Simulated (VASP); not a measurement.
A VASP calculation is set up with these files.

KPOINTS:
```
Automatic mesh
0
Gamma
9 9 9
0 0 0
```

POSCAR:
```
Ni3Si
1
    3.4291041174     0.0000000000     0.0000000000
    0.0000000000     3.4291041174     0.0000000000
    0.0000000000     0.0000000000     3.4291041174
Si Ni
1 3
Direct
  0.0000000000   0.0000000000   0.0000000000
  0.0000000000   0.5000000000   0.5000000000
  0.5000000000   0.0000000000   0.5000000000
  0.5000000000   0.5000000000   0.0000000000
```

INCAR:
```
SYSTEM = Ni3Si
PREC = Accurate
ENCUT = 500
EDIFF = 1E-6
NELM = 100
ALGO = Normal
LREAL = .FALSE.
LASPH = .TRUE.
ISMEAR = 1
SIGMA = 0.1
LMAXMIX = 4
LWAVE = .FALSE.
LCHARG = .FALSE.
IBRION = 2
ISIF = 3
NSW = 40
EDIFFG = -0.02
PSTRESS = 50
```

POTCAR, in this order: Si Ni (LDA.64 set). Program: vasp_std.

Problem. Translate this LDA calculation to Ansatz.

Solution. One equivalent input (not run):
Ansatz 0.2 input:
```yaml
crystal:
  lattice:
    - [3.4291041, 0.0000000, 0.0000000]
    - [0.0000000, 3.4291041, 0.0000000]
    - [0.0000000, 0.0000000, 3.4291041]
  atoms:
    - { symbol: Si, position: [0.0000000, 0.0000000, 0.0000000] }
    - { symbol: Ni, position: [0.0000000, 0.5000000, 0.5000000] }
    - { symbol: Ni, position: [0.5000000, 0.0000000, 0.5000000] }
    - { symbol: Ni, position: [0.5000000, 0.5000000, 0.0000000] }
kpoints:
  mp_grid: { grid: [9, 9, 9] }
hamiltonian:
  xc: lda
  pseudopotentials: { kind: paw }
scf:
  occupations: { method: methfessel_paxton, width: 0.1 }
  max_iter: 100
relax:
  max_steps: 40
  f_tol: 0.02
  cell: { p_target: 5 }
output: { forces: true, stress: true, eigenvalues: true }
```
What does not carry over: each code has its own PAW files, so the cut-off isn't converted (ENCUT is set for VASP's; basis.ecutwfc is left out, and Ansatz then takes the one that its files recommend); Ansatz stops its SCF on the density residual and VASP on the energy change (EDIFF); Ansatz's lda is the Perdew-Wang form, while the LDA potentials of VASP carry Perdew-Zunger's.

The compound is Ni3Si in the L1_2 structure. This run relaxes it under an external pressure of 5 GPa. Symmetry was kept, so distortions that lower it aren't found.
